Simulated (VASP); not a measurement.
# AgCl with r2SCAN + rVV10: from relaxation to properties, part 4 of 5

Wanted: the relaxed cell of AgCl and its properties. Left out of this account: 1 further run (core levels: core levels are not valid at this level). The start is a computed cell from the Materials Project.

VASP 6.6.1; r2SCAN with rVV10; plane waves and PAW (Ag, Cl).

So far, gap on the k-mesh (eV): 1.36 in steps 2, 4 and 6. The relaxed cell has a = 5.496 Å (conventional setting).

## (7) Dielectric tensor and Born charges (r2SCAN + rVV10)

The response to a static field gives the electronic dielectric tensor and the Born charges. It needs tightly converged orbitals, hence the small EDIFF.

The input, INCAR:

```
SYSTEM = AgCl
PREC = Accurate
ENCUT = 400
EDIFF = 1E-07
NELM = 100
ISMEAR = 0
SIGMA = 0.01
LREAL = .FALSE.
ALGO = Normal
METAGGA = R2SCAN
LUSE_VDW = .TRUE.
IVDW_NL = 2
BPARAM = 11.95
CPARAM = 0.0093
LASPH = .TRUE.
NBANDS = 15
LORBIT = 11
LWAVE = .FALSE.
LCHARG = .FALSE.
LCALCEPS = .TRUE.
LPEAD = .TRUE.
```

The input, POSCAR:

```
AgCl
1.0
    0.0000000000      2.7481520757      2.7481520757
    2.7481520757      0.0000000000      2.7481520757
    2.7481520757      2.7481520757      0.0000000000
Ag Cl
1 1
Direct
    0.0000000000      0.0000000000      0.0000000000
    0.5000000000      0.5000000000      0.5000000000
```

The input, KPOINTS:

```
Automatic mesh
0
Gamma
7 7 7
0 0 0
```

Potentials, in the order of the species: Ag and Cl (PBE family, release 64).

Run with:

```console
> mpirun -np 2 vasp_std
```

What it wrote:

```text
[banner, memory and clock lines left out]
running    2 mpi-ranks, on    1 nodes
 distrk:  each k-point on    2 cores,    1 groups
 distr:  one band on    1 cores,    2 groups

 POSCAR found type information on POSCAR AgCl
 POSCAR found :  2 types and       2 ions
 [... a notice as in an earlier step ...]

 [... a notice as in an earlier step ...]

 LDA part: xc-table for (None), standard interpolation
 [... a notice as in an earlier step ...]

 POSCAR, INCAR and KPOINTS ok, starting setup
 FFT: planning ... GRIDC
 FFT: planning ... GRID_SOFT
 FFT: planning ... GRID
 WAVECAR not read
 entering main loop
       N       E                     dE             d eps       ncg     rms          rms(c)
Total rVV10 correction in eV:      0.5284862    21.5737324
DAV:   1     0.540010964510E+02    0.54001E+02   -0.74296E+03   664   0.828E+02
DAV:   2    -0.305320194071E+02   -0.84533E+02   -0.78838E+02   832   0.199E+02
DAV:   3    -0.331498229903E+02   -0.26178E+01   -0.26141E+01   728   0.370E+01
DAV:   4    -0.331676262328E+02   -0.17803E-01   -0.17802E-01   864   0.328E+00
DAV:   5    -0.331678761082E+02   -0.24988E-03   -0.24987E-03   736   0.379E-01    0.707E+00
Total rVV10 correction in eV:      0.5278132    21.5737320
DAV:   6    -0.281633196852E+02    0.50046E+01   -0.36577E+00   672   0.198E+01    0.631E+00
Total rVV10 correction in eV:      0.5333126    21.5737320
DAV:   7    -0.281032321183E+02    0.60088E-01   -0.17019E-01   720   0.414E+00    0.401E+00
Total rVV10 correction in eV:      0.5417919    21.5737320
DAV:   8    -0.280915239917E+02    0.11708E-01   -0.11424E-01   712   0.381E+00    0.801E-01
Total rVV10 correction in eV:      0.5439894    21.5737320
DAV:   9    -0.280925834519E+02   -0.10595E-02   -0.40868E-03   808   0.671E-01    0.392E-01
Total rVV10 correction in eV:      0.5434015    21.5737320
DAV:  10    -0.280919201373E+02    0.66331E-03   -0.16070E-03   720   0.434E-01    0.124E-01
Total rVV10 correction in eV:      0.5430728    21.5737320
DAV:  11    -0.280918875854E+02    0.32552E-04   -0.50834E-04   816   0.179E-01    0.376E-02
Total rVV10 correction in eV:      0.5430929    21.5737320
DAV:  12    -0.280918856747E+02    0.19107E-05   -0.11735E-05   752   0.347E-02    0.227E-02
Total rVV10 correction in eV:      0.5432149    21.5737320
DAV:  13    -0.280918851706E+02    0.50405E-06   -0.20129E-05   720   0.484E-02    0.629E-03
Total rVV10 correction in eV:      0.5431994    21.5737320
DAV:  14    -0.280918849262E+02    0.24446E-06   -0.80799E-07   816   0.101E-02    0.195E-03
Total rVV10 correction in eV:      0.5431934    21.5737320
DAV:  15    -0.280918847965E+02    0.12967E-06   -0.11627E-07   448   0.352E-03    0.242E-04
Total rVV10 correction in eV:      0.5431934    21.5737320
DAV:  16    -0.280918847924E+02    0.40582E-08   -0.45154E-09   376   0.624E-04
|                                                                             |
|           W    W    AA    RRRRR   N    N  II  N    N   GGGG   !!!           |
|           W    W   A  A   R    R  NN   N  II  NN   N  G    G  !!!           |
|           W    W  A    A  R    R  N N  N  II  N N  N  G       !!!           |
|           W WW W  AAAAAA  RRRRR   N  N N  II  N  N N  G  GGG   !            |
|           WW  WW  A    A  R   R   N   NN  II  N   NN  G    G                |
|           W    W  A    A  R    R  N    N  II  N    N   GGGG   !!!           |
|                                                                             |
|     One or more components of EFIELD_PEAD are too large for comfort. In     |
|     all probability, you are too near to the onset of Zener tunneling.      |
|                                                                             |
|          e |E dot A_1| =  0.00000 > 1/10, E_g/N_1 =  0.02063                |
|          e |E dot A_2| =  0.02748 > 1/10, E_g/N_2 =  0.02063                |
|          e |E dot A_3| =  0.02748 > 1/10, E_g/N_3 =  0.02063                |
|                                                                             |
|     Possible SOLUTIONS:                                                     |
|      ) Choose a smaller electric field.                                     |
|      ) Use a less dense grid of k-points.                                   |
|                                                                             |

       N       E                     dE             d eps       ncg     rms          rms(c)
SDA:   1    -0.280918843860E+02   -0.28092E+02   -0.31509E-09  1600   0.788E-09   0.000E+00
Total rVV10 correction in eV:      0.5431925    21.5737320
DMP:   2    -0.280918843750E+02    0.10972E-07   -0.40497E-09  1600   0.810E-09   0.529E-09
 final diagonalization occupied
 p_tot=( -0.192E+02 -0.192E+02 -0.192E+02 )
Total rVV10 correction in eV:      0.5431929    21.5737320
       N       E                     dE             d eps       ncg     rms          rms(c)
Total rVV10 correction in eV:      0.5431929    21.5737320
 p_tot=( -0.192E+02 -0.192E+02 -0.192E+02 )
dp_tot=(  0.000E+00  0.000E+00  0.000E+00 )  diag[e(oo)]=(  1.00000    ---      ---   )
SDA:   1    -0.280918843751E+02    0.10873E-07   -0.31057E-04  1600   0.776E-04   0.000E+00
Total rVV10 correction in eV:      0.5431929    21.5737320
 p_tot=( -0.192E+02 -0.192E+02 -0.192E+02 )
dp_tot=(  0.311E-02  0.382E-06  0.382E-06 )  diag[e(oo)]=(  2.35384    ---      ---   )
DMP:   2    -0.280919083548E+02   -0.23980E-04   -0.18931E-04  1600   0.254E-04   0.422E-04
Total rVV10 correction in eV:      0.5431927    21.5737320
 p_tot=( -0.192E+02 -0.192E+02 -0.192E+02 )
dp_tot=(  0.641E-02  0.821E-06  0.821E-06 )  diag[e(oo)]=(  3.79351    ---      ---   )
DMP:   3    -0.280919200777E+02   -0.11723E-04   -0.50980E-05  1600   0.688E-05   0.113E-04
Total rVV10 correction in eV:      0.5431925    21.5737320
 p_tot=( -0.192E+02 -0.192E+02 -0.192E+02 )
dp_tot=(  0.840E-02  0.114E-05  0.114E-05 )  diag[e(oo)]=(  4.66337    ---      ---   )
DMP:   4    -0.280919226358E+02   -0.25581E-05   -0.25006E-05  1600   0.623E-05   0.431E-07
Total rVV10 correction in eV:      0.5431924    21.5737320
 p_tot=( -0.192E+02 -0.192E+02 -0.192E+02 )
dp_tot=(  0.901E-02  0.130E-05  0.130E-05 )  diag[e(oo)]=(  4.92955    ---      ---   )
DMP:   5    -0.280919242313E+02   -0.15955E-05   -0.17908E-05  1600   0.358E-05   0.172E-05
Total rVV10 correction in eV:      0.5431924    21.5737320
 p_tot=( -0.192E+02 -0.192E+02 -0.192E+02 )
dp_tot=(  0.886E-02  0.135E-05  0.135E-05 )  diag[e(oo)]=(  4.86136    ---      ---   )
DMP:   6    -0.280919253239E+02   -0.10925E-05   -0.70081E-06  1600   0.124E-05   0.979E-06
Total rVV10 correction in eV:      0.5431924    21.5737320
 p_tot=( -0.192E+02 -0.192E+02 -0.192E+02 )
[...]
N       E                     dE             d eps       ncg     rms          rms(c)
Total rVV10 correction in eV:      0.5431929    21.5737320
 p_tot=( -0.192E+02 -0.192E+02 -0.192E+02 )
dp_tot=(  0.000E+00  0.000E+00  0.000E+00 )  diag[e(oo)]=(    ---    1.00000    ---   )
SDA:   1    -0.280918843787E+02   -0.49999E-09   -0.31058E-04  1600   0.776E-04   0.000E+00
Total rVV10 correction in eV:      0.5431929    21.5737320
 p_tot=( -0.192E+02 -0.192E+02 -0.192E+02 )
dp_tot=(  0.197E-06  0.311E-02  0.333E-06 )  diag[e(oo)]=(    ---    2.35386    ---   )
DMP:   2    -0.280919083535E+02   -0.23975E-04   -0.18932E-04  1600   0.254E-04   0.422E-04
Total rVV10 correction in eV:      0.5431927    21.5737320
 p_tot=( -0.192E+02 -0.192E+02 -0.192E+02 )
dp_tot=(  0.645E-07  0.641E-02  0.394E-06 )  diag[e(oo)]=(    ---    3.79354    ---   )
DMP:   3    -0.280919200769E+02   -0.11723E-04   -0.50981E-05  1600   0.688E-05   0.113E-04
Total rVV10 correction in eV:      0.5431925    21.5737320
 p_tot=( -0.192E+02 -0.192E+02 -0.192E+02 )
dp_tot=( -0.338E-06  0.840E-02  0.187E-06 )  diag[e(oo)]=(    ---    4.66341    ---   )
DMP:   4    -0.280919226352E+02   -0.25583E-05   -0.25006E-05  1600   0.623E-05   0.430E-07
Total rVV10 correction in eV:      0.5431924    21.5737320
 p_tot=( -0.192E+02 -0.192E+02 -0.192E+02 )
dp_tot=( -0.733E-06  0.901E-02 -0.468E-07 )  diag[e(oo)]=(    ---    4.92960    ---   )
DMP:   5    -0.280919242307E+02   -0.15956E-05   -0.17908E-05  1600   0.358E-05   0.172E-05
Total rVV10 correction in eV:      0.5431924    21.5737320
 p_tot=( -0.192E+02 -0.192E+02 -0.192E+02 )
dp_tot=( -0.946E-06  0.886E-02 -0.150E-06 )  diag[e(oo)]=(    ---    4.86140    ---   )
DMP:   6    -0.280919253232E+02   -0.10924E-05   -0.70081E-06  1600   0.124E-05   0.979E-06
Total rVV10 correction in eV:      0.5431924    21.5737320
 p_tot=( -0.192E+02 -0.192E+02 -0.192E+02 )
dp_tot=( -0.981E-06  0.854E-02 -0.128E-06 )  diag[e(oo)]=(    ---    4.72449    ---   )
DMP:   7    -0.280919256601E+02   -0.33687E-06   -0.25330E-06  1600   0.670E-06  -0.707E-07
Total rVV10 correction in eV:      0.5431924    21.5737320
 p_tot=( -0.192E+02 -0.192E+02 -0.192E+02 )
dp_tot=( -0.924E-06  0.837E-02 -0.569E-07 )  diag[e(oo)]=(    ---    4.64692    ---   )
DMP:   8    -0.280919257767E+02   -0.11665E-06   -0.16616E-06  1600   0.441E-06  -0.498E-07
Total rVV10 correction in eV:      0.5431924    21.5737320
 p_tot=( -0.192E+02 -0.192E+02 -0.192E+02 )
dp_tot=( -0.848E-06  0.834E-02  0.605E-08 )  diag[e(oo)]=(    ---    4.63620    ---   )
DMP:   9    -0.280919258682E+02   -0.91461E-07   -0.96129E-07  1600   0.218E-06   0.432E-07
 final diagonalization full
 p_tot=( -0.192E+02 -0.192E+02 -0.192E+02 )
dp_tot=( -0.791E-06  0.838E-02  0.396E-07 )  diag[e(oo)]=(    ---    4.65207    ---   )
Total rVV10 correction in eV:      0.5431923    21.5737320
Total rVV10 correction in eV:      0.5431929    21.5737320
|                                                                             |
|           W    W    AA    RRRRR   N    N  II  N    N   GGGG   !!!           |
|           W    W   A  A   R    R  NN   N  II  NN   N  G    G  !!!           |
|           W    W  A    A  R    R  N N  N  II  N N  N  G       !!!           |
|           W WW W  AAAAAA  RRRRR   N  N N  II  N  N N  G  GGG   !            |
|           WW  WW  A    A  R   R   N   NN  II  N   NN  G    G                |
|           W    W  A    A  R    R  N    N  II  N    N   GGGG   !!!           |
|                                                                             |
|     One or more components of EFIELD_PEAD are too large for comfort. In     |
|     all probability, you are too near to the onset of Zener tunneling.      |
|                                                                             |
|          e |E dot A_1| =  0.02748 > 1/10, E_g/N_1 =  0.02063                |
|          e |E dot A_2| =  0.02748 > 1/10, E_g/N_2 =  0.02063                |
|          e |E dot A_3| =  0.00000 > 1/10, E_g/N_3 =  0.02063                |
|                                                                             |
|     Possible SOLUTIONS:                                                     |
|      ) Choose a smaller electric field.                                     |
|      ) Use a less dense grid of k-points.                                   |
|                                                                             |

       N       E                     dE             d eps       ncg     rms          rms(c)
Total rVV10 correction in eV:      0.5431929    21.5737320
SDA:   1    -0.280918842730E+02    0.41504E-04   -0.62471E-08  1600   0.156E-07   0.000E+00
Total rVV10 correction in eV:      0.5431929    21.5737320
DMP:   2    -0.280918843771E+02   -0.10417E-06   -0.60782E-09  1600   0.369E-08  -0.569E-08
Total rVV10 correction in eV:      0.5431929    21.5737320
DMP:   3    -0.280918843776E+02   -0.44452E-09   -0.11096E-08  1600   0.247E-08   0.808E-09
 final diagonalization occupied
 p_tot=( -0.192E+02 -0.192E+02 -0.192E+02 )
Total rVV10 correction in eV:      0.5431929    21.5737320
       N       E                     dE             d eps       ncg     rms          rms(c)
Total rVV10 correction in eV:      0.5431929    21.5737320
 p_tot=( -0.192E+02 -0.192E+02 -0.192E+02 )
dp_tot=(  0.000E+00  0.000E+00  0.000E+00 )  diag[e(oo)]=(    ---      ---    1.00000 )
SDA:   1    -0.280918843787E+02   -0.15568E-08   -0.31057E-04  1600   0.776E-04   0.000E+00
Total rVV10 correction in eV:      0.5431929    21.5737320
 p_tot=( -0.192E+02 -0.192E+02 -0.192E+02 )
dp_tot=(  0.605E-06  0.454E-06  0.311E-02 )  diag[e(oo)]=(    ---      ---    2.35384 )
DMP:   2    -0.280919083534E+02   -0.23975E-04   -0.18931E-04  1600   0.254E-04   0.422E-04
Total rVV10 correction in eV:      0.5431927    21.5737320
 p_tot=( -0.192E+02 -0.192E+02 -0.192E+02 )
dp_tot=(  0.542E-06  0.185E-06  0.641E-02 )  diag[e(oo)]=(    ---      ---    3.79350 )
DMP:   3    -0.280919200761E+02   -0.11723E-04   -0.50978E-05  1600   0.688E-05   0.113E-04
Total rVV10 correction in eV:      0.5431925    21.5737320
 p_tot=( -0.192E+02 -0.192E+02 -0.192E+02 )
dp_tot=(  0.964E-07 -0.464E-06  0.840E-02 )  diag[e(oo)]=(    ---      ---    4.66334 )
DMP:   4    -0.280919226341E+02   -0.25580E-05   -0.25007E-05  1600   0.623E-05   0.430E-07
Total rVV10 correction in eV:      0.5431924    21.5737320
 p_tot=( -0.192E+02 -0.192E+02 -0.192E+02 )
dp_tot=( -0.253E-06 -0.979E-06  0.901E-02 )  diag[e(oo)]=(    ---      ---    4.92951 )
DMP:   5    -0.280919242298E+02   -0.15956E-05   -0.17908E-05  1600   0.358E-05   0.172E-05
Total rVV10 correction in eV:      0.5431924    21.5737320
 p_tot=( -0.192E+02 -0.192E+02 -0.192E+02 )
dp_tot=( -0.334E-06 -0.117E-05  0.886E-02 )  diag[e(oo)]=(    ---      ---    4.86131 )
DMP:   6    -0.280919253224E+02   -0.10926E-05   -0.70079E-06  1600   0.124E-05   0.979E-06
Total rVV10 correction in eV:      0.5431924    21.5737320
 p_tot=( -0.192E+02 -0.192E+02 -0.192E+02 )
dp_tot=( -0.252E-06 -0.114E-05  0.854E-02 )  diag[e(oo)]=(    ---      ---    4.72440 )
DMP:   7    -0.280919256591E+02   -0.33678E-06   -0.25329E-06  1600   0.670E-06  -0.707E-07
Total rVV10 correction in eV:      0.5431924    21.5737320
 p_tot=( -0.192E+02 -0.192E+02 -0.192E+02 )
dp_tot=( -0.153E-06 -0.105E-05  0.837E-02 )  diag[e(oo)]=(    ---      ---    4.64683 )
DMP:   8    -0.280919257758E+02   -0.11665E-06   -0.16614E-06  1600   0.441E-06  -0.498E-07
Total rVV10 correction in eV:      0.5431924    21.5737320
 p_tot=( -0.192E+02 -0.192E+02 -0.192E+02 )
dp_tot=( -0.965E-07 -0.971E-06  0.834E-02 )  diag[e(oo)]=(    ---      ---    4.63612 )
DMP:   9    -0.280919258673E+02   -0.91511E-07   -0.96120E-07  1600   0.218E-06   0.431E-07
 final diagonalization full
 p_tot=( -0.192E+02 -0.192E+02 -0.192E+02 )
dp_tot=( -0.780E-07 -0.923E-06  0.838E-02 )  diag[e(oo)]=(    ---      ---    4.65200 )
Total rVV10 correction in eV:      0.5431923    21.5737320
Total rVV10 correction in eV:      0.5431929    21.5737320
Total rVV10 correction in eV:      0.5431929    21.5737320
Total rVV10 correction in eV:      0.5431929    21.5737320
   1 F= -.28091926E+02 E0= -.28091926E+02  d E =-.578355E-15
```

Wall time 9 min (2 MPI ranks of Intel Xeon 6975P-C (Granite Rapids), shared host); peak memory 0.6 GiB; 18 min of CPU time.

From OUTCAR (step 7):

```text
   k-points           NKPTS =     20   k-points in BZ     NKDIM =     20   number of bands    NBANDS=     16

   NELECT =      18.0000    total number of electrons

            Ionic dipole moment: p[ion]=(   -19.23706   -19.23706   -19.23706 ) |e| Angst

 Total electronic dipole moment: p[elc]=(     0.00000     0.00000     0.00838 ) |e| Angst

 MACROSCOPIC STATIC DIELECTRIC TENSOR (including local field effects)
 ------------------------------------------------------
           4.652033    -0.000000     0.000000
           0.000000     4.652033     0.000000
           0.000000     0.000000     4.652033
 ------------------------------------------------------

 PIEZOELECTRIC TENSOR (including local field effects) (C/m^2)
          XX          YY          ZZ          XY          YZ          ZX
  --------------------------------------------------------------------------------
  x     0.00000     0.00000     0.00000     0.00000     0.00000     0.00000
  y     0.00000     0.00000     0.00000     0.00000     0.00000     0.00000
  z     0.00000     0.00000     0.00000     0.00000     0.00000     0.00000

 BORN EFFECTIVE CHARGES (including local field effects) (in |e|, cummulative output)
 ---------------------------------------------------------------------------------
 ion    1
    1     1.51362     0.00000     0.00000
    2     0.00000     1.51362     0.00000
    3     0.00000    -0.00000     1.51362
 ion    2
    1    -1.51362     0.00000     0.00000
    2     0.00000    -1.51362    -0.00000
    3    -0.00000     0.00000    -1.51362

  Total       -0.0148118     -0.0148118     -0.0148118      0.0000000      0.0000000     -0.0000000
  in kB       -0.5716974     -0.5716974     -0.5716974      0.0000000      0.0000000     -0.0000000
  external PRESSURE =      -0.5716974 kB  Pullay stress =       0.0000000 kB

 POSITION                                       TOTAL-FORCE (eV/Angst)
 -----------------------------------------------------------------------------------
      0.00000      0.00000      0.00000         0.000000      0.000000      0.000000
      2.74815      2.74815      2.74815         0.000000      0.000000     -0.000000
 -----------------------------------------------------------------------------------
    total drift:                                0.000000      0.000000      0.000000

[... 6 parts as in an earlier step ...]

[... 4 further parts left out ...]
```

Energies printed during the response cycles are not total energies of the cell. The log warns that the applied field is near the limit of Zener tunnelling for this mesh, so the response is less certain.

Numbers from this step:

```
bands                : 16
irreducible k-points : 20
```

Electronic dielectric tensor with local fields:

```
4.65 0.00 0.00
0.00 4.65 0.00
0.00 0.00 4.65
```

Born effective charge (e), principal values of the symmetric part by kind of site:

```csv
atom,atoms with these values,low,middle,high,mean
Ag1,1,1.51,1.51,1.51,1.51
Cl2,1,-1.51,-1.51,-1.51,-1.51
```

In full for Ag1:

```
1.51 0.00 0.00
0.00 1.51 0.00
0.00 0.00 1.51
```

The Born charges sum to zero; the printed set may have that rule imposed, so this is no test. The mean Born charge of Cl, -1.51 e, exceeds its nominal -1, the mark of charge that flows along bonds as atoms move.

[end of part 4 of 5]

[Lines on the potential files, build, host, timing and source positions are cut from VASP's logs without a mark.]

[Logs are printed without paths, hosts, clocks, repeated set-up lines and the standing remarks that a program may print on its own settings, such as how far it seeks lower states.]

[Hosts, paths, dates, database ids (printed as entryN), source tags and the programs' standing remarks are cut or masked in the printed files.]

[A measured line is paired with the nearest computed mode of its activity, which favours agreement.]
